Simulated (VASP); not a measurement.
# ZrTeSe with revTPSS + D4: from relaxation to properties, part 2 of 3

Wanted: the relaxed cell of ZrTeSe and its properties. The cell is invented: it takes the structure of a Materials Project entry for ZrSeS (space group 156 there), with some of its atoms replaced by other elements, volume scaled by an estimate. It may not be a known or stable phase.

VASP 6.6.1, plane waves and PAW; the level of theory is named at each step.

Still holding for the runs below: The k-mesh is coarse for a metal.

So far. Step 3 (Rough relaxation of the start cell): It ends with a largest force of 0.013 eV/Å and a pressure of -0.03 GPa. The relaxed cell has a = 3.751, c = 6.338 Å (conventional setting).

The structure was built from a prototype and need not be the compound's stable phase.

## (4) Relaxing cell and atoms (revTPSS + D4)

Level of this step: revTPSS with D4; plane waves and PAW (Te, Zr_sv, Se); invented cell (VASP).

Properties are meant for the cell that this level of theory prefers, so cell and atoms are relaxed first (ISIF = 3) until forces and stress are small; EDIFFG sets the threshold.

The input, INCAR:

```
SYSTEM = ZrTeSe
PREC = Accurate
ENCUT = 400
EDIFF = 1E-06
NELM = 100
ISMEAR = -1
SIGMA = 0.05
LREAL = .FALSE.
ALGO = Normal
METAGGA = RTPSS
IVDW = 13
VDW_S6 = 1
VDW_S8 = 1.53089454
VDW_A1 = 0.44880597
VDW_A2 = 4.64042317
LASPH = .TRUE.
NBANDS = 18
LORBIT = 11
LWAVE = .FALSE.
LCHARG = .FALSE.
IBRION = 2
NSW = 60
ISIF = 3
EDIFFG = -0.01
```

The input, POSCAR:

```
ZrTeSe
1.0
    3.7510102312      0.0000000000      0.0000000000
   -1.8755051156      3.2484699829      0.0000000000
    0.0000000000      0.0000000000      6.3382399265
Te Zr Se
1 1 1
Direct
    0.3333333300      0.6666666700      0.7172786851
    0.0000000000      0.0000000000      0.0191679209
    0.6666666700      0.3333333300      0.2635533839
```

The input, KPOINTS:

```
Automatic mesh
0
Gamma
7 7 4
0 0 0
```

The projector-augmented-wave data sets are Te, Zr_sv and Se (PBE family, release 64).

The run is started by

```sh
> mpirun -np 1 vasp_std
```

The log of the run:

```text
[... set-up lines as in an earlier step ...]
 entering main loop
       N       E                     dE             d eps       ncg     rms          rms(c)
DAV:   1     0.245786959715E+03    0.24579E+03   -0.10991E+04  1008   0.133E+03
DAV:   2     0.840920347066E+02   -0.16169E+03   -0.15800E+03  1390   0.300E+02
DAV:   3     0.723191486612E+02   -0.11773E+02   -0.11628E+02  1414   0.890E+01
DAV:   4     0.718553657432E+02   -0.46378E+00   -0.46320E+00  1608   0.157E+01
DAV:   5     0.718506597007E+02   -0.47060E-02   -0.47049E-02  1412   0.153E+00    0.332E+01
DAV:   6     0.193937507020E+02   -0.52457E+02   -0.19237E+02  1028   0.152E+02    0.820E+00
DAV:   7     0.189738244648E+02   -0.41993E+00   -0.86762E+00  1372   0.250E+01    0.678E+00
DAV:   8     0.190234293063E+02    0.49605E-01   -0.43933E-01  1436   0.428E+00    0.547E+00
DAV:   9     0.191206078279E+02    0.97179E-01   -0.12510E-01  1346   0.263E+00    0.297E+00
DAV:  10     0.191020458642E+02   -0.18562E-01   -0.41906E-01  1334   0.424E+00    0.203E+00
DAV:  11     0.191086589764E+02    0.66131E-02   -0.40524E-02  1302   0.169E+00    0.163E+00
DAV:  12     0.190920317122E+02   -0.16627E-01   -0.21527E-02  1442   0.658E-01    0.239E+00
DAV:  13     0.191248317276E+02    0.32800E-01   -0.83015E-02  1536   0.193E+00    0.251E-01
DAV:  14     0.191225895671E+02   -0.22422E-02   -0.89274E-03  1758   0.453E-01    0.146E-01
DAV:  15     0.191224825184E+02   -0.10705E-03   -0.36073E-04  1160   0.153E-01    0.102E-01
DAV:  16     0.191225168640E+02    0.34346E-04   -0.11309E-04  1486   0.683E-02    0.530E-02
DAV:  17     0.191225059147E+02   -0.10949E-04   -0.28203E-05  1550   0.255E-02    0.470E-02
DAV:  18     0.191225052710E+02   -0.64370E-06   -0.19842E-06   988   0.746E-03
   1 F= 0.17925055E+02 E0= 0.17928483E+02  d E =0.179251E+02
 curvature:   0.00 expect dE= 0.000E+00 dE for cont linesearch  0.000E+00
 trial: gam= 0.00000 g(F)=  0.868E-04 g(S)=  0.117E-02 ort = 0.000E+00 (trialstep = 0.100E+01)
 search vector abs. value=  0.125E-02
 bond charge predicted
       N       E                     dE             d eps       ncg     rms          rms(c)
DAV:   1     0.191192786201E+02   -0.32273E-02   -0.11277E-01  1016   0.253E+00    0.241E-01
DAV:   2     0.191207207129E+02    0.14421E-02   -0.65675E-03  1148   0.475E-01    0.136E-01
DAV:   3     0.191209279150E+02    0.20720E-03   -0.68408E-04  1216   0.179E-01    0.591E-02
DAV:   4     0.191209723841E+02    0.44469E-04   -0.20816E-04  1392   0.948E-02    0.272E-02
DAV:   5     0.191209716968E+02   -0.68736E-06   -0.20903E-05  1372   0.296E-02    0.120E-02
DAV:   6     0.191209720936E+02    0.39683E-06   -0.24330E-06  1068   0.114E-02
   2 F= 0.17924239E+02 E0= 0.17927452E+02  d E =-.815820E-03
[...]
3 F= 0.17924199E+02 E0= 0.17927246E+02  d E =-.856414E-03
[...]
4 F= 0.17924115E+02 E0= 0.17927229E+02  d E =-.939557E-03
 curvature:  -0.78 expect dE=-0.642E-04 dE for cont linesearch -0.316E-07
 trial: gam= 0.07100 g(F)=  0.627E-04 g(S)=  0.192E-04 ort =-0.710E-05 (trialstep = 0.111E+01)
 search vector abs. value=  0.872E-04
 bond charge predicted
       N       E                     dE             d eps       ncg     rms          rms(c)
DAV:   1     0.191191531218E+02   -0.13077E-02   -0.12057E-02  1016   0.969E-01    0.124E-01
DAV:   2     0.191192150467E+02    0.61925E-04   -0.54541E-04  1168   0.199E-01    0.442E-02
DAV:   3     0.191192420160E+02    0.26969E-04   -0.21572E-04  1452   0.710E-02    0.178E-02
DAV:   4     0.191192375806E+02   -0.44354E-05   -0.22300E-05  1602   0.226E-02    0.123E-02
DAV:   5     0.191192373085E+02   -0.27203E-06   -0.28593E-06  1016   0.939E-03
   5 F= 0.17924094E+02 E0= 0.17927205E+02  d E =-.213632E-04
 trial-energy change:   -0.000021  1 .order   -0.000036   -0.000090    0.000019
 step:   0.7182(harm=  0.9167)  dis= 0.00082  next Energy=    17.924090 (dE=-0.254E-04)
 reached required accuracy - stopping structural energy minimisation
```

Wall time 6.1 min (1 MPI rank of AMD EPYC 7R43, shared host); peak memory 0.16 GiB.

From OUTCAR (step 4):

```text
  LATTYP: Found a hexagonal cell.
 ALAT       =     3.7510102312
 C/A-ratio  =     1.6897421057

The static configuration has the point symmetry C_3v.

 Found     28 irreducible k-points:

   k-points           NKPTS =     28   k-points in BZ     NKDIM =     28   number of bands    NBANDS=     18

   dimension x,y,z NGX =    24 NGY =   24 NGZ =   42
   dimension x,y,z NGXF=    48 NGYF=   48 NGZF=   84

   ENCUT  =  400.0 eV  29.40 Ry    5.42 a.u.   6.12  6.12 10.34*2*pi/ulx,y,z

   NELECT =      24.0000    total number of electrons

 E-fermi :   6.4067

 k-point     1 :       0.0000    0.0000    0.0000
  band No.  band energies     occupation
    ...
      6      -4.8716      2.00000
      7       0.9635      2.00000
      8       3.8012      2.00000
      9       3.8012      2.00000
     10       6.3550      1.47499
     11       7.0116      0.00001
     12       7.0116      0.00001
     13       7.3682      0.00000
     14       7.3682      0.00000
     15       7.4030      0.00000
    ...

 k-point     2 :       0.1429    0.0000    0.0000
  band No.  band energies     occupation
    ...
      8       3.4017      2.00000
      9       3.8535      2.00000
     10       5.2867      2.00000
     11       6.1664      1.98378
     12       6.2065      1.96414
     13       7.1759      0.00000
     14       7.9075      0.00000
     15       8.0719      0.00000
     16      10.0804      0.00000
     17      10.3395      0.00000
    ...

  DFT-D4 for vdW energy calculation

  Edisp (eV):   -1.19514

  Total      -0.01134    -0.01134    -0.02465    -0.00000     0.00000     0.00000
  in kB      -0.23473    -0.23473    -0.51015    -0.00000     0.00000     0.00000
  external pressure =       -0.33 kB  Pullay stress =        0.00 kB

  energy-cutoff  :      400.00
  volume of cell :       77.42
      direct lattice vectors                 reciprocal lattice vectors
     3.765072181  0.000000000 -0.000000000     0.265599158  0.153343753 -0.000000000
    -1.882536091  3.260647987  0.000000000     0.000000000  0.306687506  0.000000000
     0.000000000  0.000000000  6.306066734     0.000000000  0.000000000  0.158577453

 POSITION                                       TOTAL-FORCE (eV/Angst)
 -----------------------------------------------------------------------------------
     -0.00000      2.17377      4.52450         0.000000      0.000000      0.005065
      0.00000      0.00000      0.12048        -0.000000     -0.000000     -0.001248
      1.88254      1.08688      1.66108        -0.000000      0.000000     -0.003817
 -----------------------------------------------------------------------------------
    total drift:                               -0.000001      0.000000      0.000050

  FREE ENERGIE OF THE ION-ELECTRON SYSTEM (eV)
  ---------------------------------------------------
  free  energy   TOTEN  =        17.9240940488 eV

  energy  without entropy=       17.9303161761  energy(sigma->0) =       17.92720511

 total charge
# of ion       s       p       d       tot
------------------------------------------
    1        1.373   2.023   0.039   3.436
    2        2.157   5.994   1.510   9.661
    3        1.456   2.412   0.034   3.902
--------------------------------------------------
tot          4.987  10.429   1.583  16.999

[... 2 parts as in an earlier step ...]

[... 7 further parts left out ...]
```

The steps of the relaxation:

```tsv
step	energy less that of the first step (eV)	largest force (eV/Å)	pressure (GPa)	volume (Å³)
1	0.0000	0.0341	0.04	77.23
2	-0.0008	0.0081	0.03	77.30
3	-0.0009	0.0431	0.04	77.36
4	-0.0009	0.0256	0.04	77.33
5	-0.0010	0.0051	-0.03	77.42
```

```tsv
conventional cell, symmetrised	before	after	change
a (Å)	3.751	3.765	+0.4 %
b (Å)	3.751	3.765	+0.4 %
c (Å)	6.338	6.306	-0.5 %
volume (Å³/atom)	25.74	25.81	+0.2 %
```

Final coordinates:

```xyz
3
Lattice="3.7651 0.0000 0.0000 -1.8825 3.2606 0.0000 0.0000 0.0000 6.3061" Properties=species:S:1:pos:R:3 pbc="T T T"
Te    0.0000    2.1738    4.5245
Zr    0.0000    0.0000    0.1205
Se    1.8825    1.0869    1.6611
```

This step gave:

```yaml
irreducible_k_points: 28
free_energy_toten: 17.92 eV
energy_at_zero_smearing: 17.93 eV
fermi_energy: 6.407 eV
pressure: -0.03265 GPa
scf_cycles_over_all_ionic_steps: 41
```

It ends with a largest force of 0.005 eV/Å and a pressure of -0.03 GPa.

## (5) Single point with fields (revTPSS + D4)

The relaxed cell gets a fresh self-consistent run, on a basis set for its own volume, to fix the density and to check the remaining stress.

Changes to INCAR since step 4:

```diff
@@ -19,6 +19,5 @@
 LWAVE = .FALSE.
-LCHARG = .FALSE.
-IBRION = 2
-NSW = 60
-ISIF = 3
-EDIFFG = -0.01
+LCHARG = .TRUE.
+ISIF = 2
+LELF = .TRUE.
+LVHAR = .TRUE.
```

The input, POSCAR:

```
ZrTeSe
1.0
    3.7650721815      0.0000000000      0.0000000000
   -1.8825360907      3.2606479872      0.0000000000
    0.0000000000      0.0000000000      6.3060667336
Te Zr Se
1 1 1
Direct
    0.3333333300      0.6666666700      0.7174843131
    0.0000000000      0.0000000000      0.0191061574
    0.6666666700      0.3333333300      0.2634095194
```

KPOINTS is that of step 4.

The run is started by

```sh
> mpirun -np 1 vasp_std
```

The log of the run:

```text
[... set-up lines as in an earlier step ...]
 entering main loop
       N       E                     dE             d eps       ncg     rms          rms(c)
DAV:   1     0.245428211678E+03    0.24543E+03   -0.11062E+04  1008   0.132E+03
DAV:   2     0.850004422912E+02   -0.16043E+03   -0.15640E+03  1344   0.295E+02
DAV:   3     0.732940603194E+02   -0.11706E+02   -0.11571E+02  1486   0.887E+01
DAV:   4     0.729376624698E+02   -0.35640E+00   -0.35612E+00  1542   0.129E+01
DAV:   5     0.729332935113E+02   -0.43690E-02   -0.43682E-02  1486   0.134E+00    0.333E+01
DAV:   6     0.193770435808E+02   -0.53556E+02   -0.19713E+02  1016   0.154E+02    0.838E+00
DAV:   7     0.189629984813E+02   -0.41405E+00   -0.88424E+00  1374   0.255E+01    0.682E+00
DAV:   8     0.190362178818E+02    0.73219E-01   -0.40814E-01  1422   0.450E+00    0.505E+00
DAV:   9     0.191318167598E+02    0.95599E-01   -0.29470E-01  1184   0.392E+00    0.128E+00
DAV:  10     0.191039660752E+02   -0.27851E-01   -0.17941E-01  1580   0.238E+00    0.176E+00
DAV:  11     0.191037087434E+02   -0.25733E-03   -0.12704E-02  1776   0.682E-01    0.186E+00
DAV:  12     0.191036403984E+02   -0.68345E-04   -0.18436E-03  1562   0.259E-01    0.182E+00
DAV:  13     0.191136215815E+02    0.99812E-02   -0.72035E-03  1438   0.470E-01    0.131E+00
DAV:  14     0.191146302667E+02    0.10087E-02   -0.75058E-02  1498   0.135E+00    0.111E+00
DAV:  15     0.191079743979E+02   -0.66559E-02   -0.11602E-02  1776   0.544E-01    0.162E+00
DAV:  16     0.191037984639E+02   -0.41759E-02   -0.24175E-03  1570   0.216E-01    0.187E+00
DAV:  17     0.190997712949E+02   -0.40272E-02   -0.11844E-03  1598   0.151E-01    0.217E+00
DAV:  18     0.191123793268E+02    0.12608E-01   -0.71325E-03  1344   0.391E-01    0.135E+00
DAV:  19     0.191163869973E+02    0.40077E-02   -0.45497E-03  1596   0.300E-01    0.837E-01
DAV:  20     0.191193770166E+02    0.29900E-02   -0.76105E-03  1350   0.379E-01    0.182E-01
DAV:  21     0.191191781868E+02   -0.19883E-03   -0.15347E-03  1650   0.221E-01    0.267E-02
DAV:  22     0.191191386559E+02   -0.39531E-04   -0.10918E-04  1722   0.584E-02    0.327E-02
DAV:  23     0.191191416483E+02    0.29924E-05   -0.61582E-06  1142   0.205E-02    0.260E-02
DAV:  24     0.191191460979E+02    0.44496E-05   -0.14624E-05  1592   0.204E-02    0.504E-03
DAV:  25     0.191191464605E+02    0.36258E-06   -0.11984E-06   678   0.658E-03
   1 F= 0.17924003E+02 E0= 0.17927115E+02  d E =-.622353E-02
```

The job ended after 4.6 min (1 MPI rank; peak memory 0.16 GiB).

OUTCAR, selected parts (step 5):

```text
  LATTYP: Found a hexagonal cell.
 ALAT       =     3.7650721815
 C/A-ratio  =     1.6748860127

The static configuration has the point symmetry C_3v.

 Found     28 irreducible k-points:

   dimension x,y,z NGX =    28 NGY =   28 NGZ =   42
   dimension x,y,z NGXF=    56 NGYF=   56 NGZF=   84

   ENCUT  =  400.0 eV  29.40 Ry    5.42 a.u.   6.14  6.14 10.28*2*pi/ulx,y,z

   NELECT =      24.0000    total number of electrons

 E-fermi :   6.4068

 k-point     1 :       0.0000    0.0000    0.0000
  band No.  band energies     occupation
    ...
      6      -4.8711      2.00000
      7       0.9638      2.00000
      8       3.8013      2.00000
      9       3.8013      2.00000
     10       6.3555      1.47255
     11       7.0119      0.00001
     12       7.0119      0.00001
     13       7.3682      0.00000
     14       7.3682      0.00000
     15       7.4032      0.00000
    ...

 k-point     2 :       0.1429   -0.0000    0.0000
  band No.  band energies     occupation
    ...
      8       3.4017      2.00000
      9       3.8535      2.00000
     10       5.2870      2.00000
     11       6.1668      1.98368
     12       6.2067      1.96409
     13       7.1760      0.00000
     14       7.9077      0.00000
     15       8.0720      0.00000
     16      10.0807      0.00000
     17      10.3398      0.00000
    ...

  DFT-D4 for vdW energy calculation

  Edisp (eV):   -1.19514

  Total      -0.02994    -0.02994    -0.03917    -0.00000     0.00000     0.00000
  in kB      -0.61965    -0.61965    -0.81072    -0.00000     0.00000     0.00000
  external pressure =       -0.68 kB  Pullay stress =        0.00 kB

  energy-cutoff  :      400.00
  volume of cell :       77.42
      direct lattice vectors                 reciprocal lattice vectors
     3.765072181  0.000000000  0.000000000     0.265599158  0.153343753  0.000000000
    -1.882536091  3.260647987  0.000000000     0.000000000  0.306687506  0.000000000
     0.000000000  0.000000000  6.306066734     0.000000000  0.000000000  0.158577453

 POSITION                                       TOTAL-FORCE (eV/Angst)
 -----------------------------------------------------------------------------------
     -0.00000      2.17377      4.52450        -0.000000     -0.000000      0.004764
      0.00000      0.00000      0.12048        -0.000000     -0.000000     -0.001166
      1.88254      1.08688      1.66108         0.000000      0.000000     -0.003598
 -----------------------------------------------------------------------------------
    total drift:                               -0.000001      0.000000     -0.000276

  FREE ENERGIE OF THE ION-ELECTRON SYSTEM (eV)
  ---------------------------------------------------
  free  energy   TOTEN  =        17.9240032008 eV

  energy  without entropy=       17.9302267356  energy(sigma->0) =       17.92711497

[... 3 parts as in an earlier step ...]

[... 7 further parts left out ...]
```

This step gave:

```yaml
scf_cycles: 25
pressure: -0.06833 GPa
```

Valence electrons inside each PAW sphere by angular momentum. Sphere charges, by row:

```tsv
atom	s (e)	p (e)	d (e)	tot (e)
Te1	1.373	2.023	0.039	3.436
Zr2	2.157	5.994	1.51	9.661
Se3	1.456	2.412	0.034	3.902
```

Electrostatic potential energy in the ac plane at fractional y = 0.000, with atoms of Zr within 0.2 Å of it. With pseudopotentials it is smooth inside the atoms' cores, unlike the true potential.

Ten even steps from '0' (-63 eV) to '9' (5 eV), each cell a mean:
```
00258999987410
12478999998631
55789999998865
88899999999988
99999988899999
99999888889999
99999888889999
99999888899999
99999999999999
99999999999999
99999999999999
99999999999999
99999999999999
99999999999999
99999999999999
99999999999999
99999998999999
88999999999998
67889999999876
23578999998753
00268999988420
00147899987300
00047899987300
```
Columns run along a (3.8 Å; values clipped at the 3rd and 97th percentile), rows up along c (6.3 Å). Atoms in or near the plane, at fractional coordinates: Zr at (0.00, 0.02).

ELF in the ac plane at fractional y = 0.000, with atoms of Zr within 0.2 Å of it. It is the smooth field of the valence electrons, not physical close to the nuclei.

Ten even steps from '_' (0.01) to '@' (0.82), each cell a mean:
```
@@@@@@++....--==--..::##@@@@
@@%%##--::--++**++--::==##@@
++==::::--**##%%##++--::--==
......==**%%@@@@@@%%**--....
__..--**%%@@@@@@@@@@##++::..
..::==##%%@@@@@@@@@@%%**--::
..::--**%%@@@@@@@@@@%%++--..
....--++%%@@@@@@@@@@##==::..
____..==**%%@@@@@@%%**--..__
____..::==**######**==::____
________..::----::::..______
____________......__________
________....::::....________
______..--==++**++==--..____
____..--**##%%%%%%##++::..__
__..::++##@@@@@@@@%%##==..__
____::++%%@@@@@@@@@@##==..__
____..==##@@@@@@@@%%**--..__
--::..::==##@@@@%%##==..::--
%%##++::::++##%%##==::--++##
@@@@%%==..--++++==::::**@@@@
%%@@@@**::..----::..::##@@@@
%%@@@@**::..::--::..::%%@@%%
```
Columns run along a (3.8 Å), rows up along c (6.3 Å). Atoms in or near the plane, at fractional coordinates: Zr at (0.00, 0.02).

Valence density in the ac plane at fractional y = 0.000, with atoms of Zr within 0.2 Å of it. It is the smooth field of the valence electrons, not physical close to the nuclei.

Ten steps, logarithmic in the rise over the least value, from '_' (0.0 e/Å³) to '@' (5.5 e/Å³), each cell a mean:
```
@@@@%%++--::::::::::==**%%@@
%%##**==----::::::----++##%%
**++==----------------==++++
----------------------------
::::::------======------::::
..::::----========----::::::
....::::----======----::::..
......::----====----::::....
____....::--------::::....__
______....::::::::::....____
________....::::......______
________............________
________..............______
______....::::::::::....____
____....::::------::::....__
......::----====----::::....
....::::----======----::::..
::::::----========----::::::
++====------====--------====
####++==--------------==**##
@@%%##++------------==**%%@@
@@@@%%**==::::::::--==##%%@@
@@@@%%**==::::::::--==##@@@@
```
Columns run along a (3.8 Å), rows up along c (6.3 Å). Atoms in or near the plane, at fractional coordinates: Zr at (0.00, 0.02).

In this run the pressure is -0.07 GPa, small enough to go on; single stress components reach 0.08 GPa.

[end of part 2 of 3]

[Lines on the potential files, build, host, timing and source positions are cut from VASP's logs without a mark.]

[Logs are printed without paths, hosts, clocks, repeated set-up lines and the standing remarks that a program may print on its own settings, such as how far it seeks lower states.]

[Hosts, paths, dates, database ids (printed as entryN), source tags and the programs' standing remarks are cut or masked in the printed files.]

[A measured line is paired with the nearest computed mode of its activity, which favours agreement.]

[In band tables of VASP the shares of atoms and orbitals are scaled to a sum of 1 inside the atoms' spheres.]
